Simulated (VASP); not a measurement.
CsSi2, 3 atoms in the cell. The structure is hexagonal, space group P-6m2 (No. 187). Conventional cell: a = 6.372 Å, b = 6.372 Å, c = 4.479 Å, α = 90.00°, β = 90.00°, γ = 120.00°. Cs (site symmetry -6m2) is surrounded by 6 Si at 3.85 Å. Si (site symmetry 3m) has 2 Si at 2.24 Å as nearest neighbours. The cell was built by a generator and needn't be a form met in nature.

```yaml
Program: VASP 6.6.1
Task: relaxation of cell and atoms
Functional: LDA
Potentials_or_basis: VASP PAW LDA potentials, release 64 (Cs_sv, Si)
Cutoff: 600 eV
k_mesh: 5 × 5 × 6
Occupations: fermi-dirac, width 0.05 eV
Spin: no spin polarisation
Further_INCAR_settings: ALGO = Fast; EDIFF = 1e-06; IBRION = 2; EDIFFG = -0.005; NSW = 40; ISIF = 3
```

Potentials or basis: VASP PAW LDA potentials, release 64 (Cs_sv, Si).

Run with:

```console
$ cat potpaw_LDA.64/Cs_sv/POTCAR potpaw_LDA.64/Si/POTCAR > POTCAR
$ mpirun -np 1 vasp_std > vasp.out
```

Hardware: 1 thread of Intel(R) Xeon(R) 6975P-C (Granite Rapids) (shared host).

How long does it take, and how much memory?

Wall time 5.6 min on 1 thread of Intel(R) Xeon(R) 6975P-C (Granite Rapids) (shared host), peak memory 0.32 GiB. Counts: scf iterations 112, k points 36, ion steps 19.
